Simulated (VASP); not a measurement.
OSZICAR of a VASP run on KCd$_{4}$As$_{3}$ (space group R-3m):

### OSZICAR
```
       N       E                     dE             d eps       ncg     rms          rms(c)
DAV:   1     0.369745638702E+03    0.36975E+03   -0.25769E+04  1040   0.101E+03
DAV:   2    -0.274428814439E+01   -0.37249E+03   -0.35980E+03  1140   0.311E+02
DAV:   3    -0.240125286635E+02   -0.21268E+02   -0.20960E+02  1258   0.711E+01
DAV:   4    -0.245332604035E+02   -0.52073E+00   -0.51817E+00  1528   0.831E+00
DAV:   5    -0.245568798212E+02   -0.23619E-01   -0.23611E-01  1354   0.117E+00    0.116E+01
DAV:   6    -0.224017591279E+02    0.21551E+01   -0.49750E+00  1188   0.160E+01    0.905E+00
DAV:   7    -0.223749041405E+02    0.26855E-01   -0.17531E+00  1148   0.509E+00    0.464E+00
DAV:   8    -0.223588130303E+02    0.16091E-01   -0.11121E-01  1136   0.258E+00    0.121E+00
DAV:   9    -0.223569847704E+02    0.18283E-02   -0.13509E-02  1176   0.599E-01    0.366E-01
DAV:  10    -0.223567832018E+02    0.20157E-03   -0.33266E-03  1248   0.379E-01    0.122E-01
DAV:  11    -0.223568619755E+02   -0.78774E-04   -0.87581E-04  1192   0.153E-01    0.530E-02
DAV:  12    -0.223569359461E+02   -0.73971E-04   -0.15502E-04  1152   0.744E-02    0.305E-02
DAV:  13    -0.223569635177E+02   -0.27572E-04   -0.26305E-05  1136   0.259E-02    0.139E-02
DAV:  14    -0.223569690297E+02   -0.55119E-05   -0.67323E-06  1024   0.105E-02    0.449E-03
DAV:  15    -0.223569689657E+02    0.63908E-07   -0.71870E-07   808   0.395E-03
   1 F= -.22356969E+02 E0= -.22353277E+02  d E =-.738391E-02  mag=     0.0000     0.0000     0.0000
```

Q: Which electronic solver shows in the log?

A: It is blocked Davidson (ALGO = Normal, or the opening steps of other solvers). The INCAR had ALGO = Normal.

Q: How was spin treated?

A: With non-collinear spinors: mag has three components.

Q: Can the final energy be trusted as converged?

A: Self-consistency was reached. It stopped with EDIFF = 1E-6, NELM = 100 (PBEsol GGA with spin-orbit coupling, plane waves, VASP's PBE PAW potentials (set 64)).

The structure comes from a measured KCd4As3 entry of the Crystallography Open Database, whose conditions weren't checked. The cell was not relaxed at this level. The k-mesh is coarse (spacing up to 0.54 per Å, 2π included), so the numbers may not be converged in it. The run is one of a series of settings (GGA_COMPAT = .FALSE., LNONCOLLINEAR = .TRUE., LSORBIT = .TRUE., MAGMOM = 0.0 0.0 0.0 0.0 0.0 0.0 0.0 0.0 0.0 0.0 0.0 0.0 0.0 0.0 0.0 0.0 0.0 0.0 0.0 0.0 0.0 0.0 0.0 0.0, program vasp_ncl against the base run), some of them coarse on purpose.
